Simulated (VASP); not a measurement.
Given:

```yaml
crystal:
  lattice:
    - [0.00000, 2.68530, 2.68530]
    - [2.68530, 0.00000, 2.68530]
    - [2.68530, 2.68530, 0.00000]
  atoms:
    - { symbol: Yb, position: [0.00000, 0.00000, 0.00000] }
```

Method: revTPSS meta-GGA, VASP's PBE PAW potentials (set 64) (plane waves; VASP). Settings: 520 eV cut-off, 9×9×9 Γ-centred mesh, Gaussian smearing of 0.050 eV, potentials Yb_2.

The 4f electrons are frozen in the core of the lanthanide potential, so 4f levels, which can set the real gap, and their magnetism are missing.

Question: What does the run give for the energy per atom (σ→0)?

Answer: 
```
Property                        Value
---------------------  --------------
energy per atom (σ→0)  34.222 eV/atom
```

The absolute energy has meaning only against runs of the same code, potentials and settings.

The compound is Yb in the fcc structure. This cell is one point of a volume scan, at 1.03 of the reference volume.
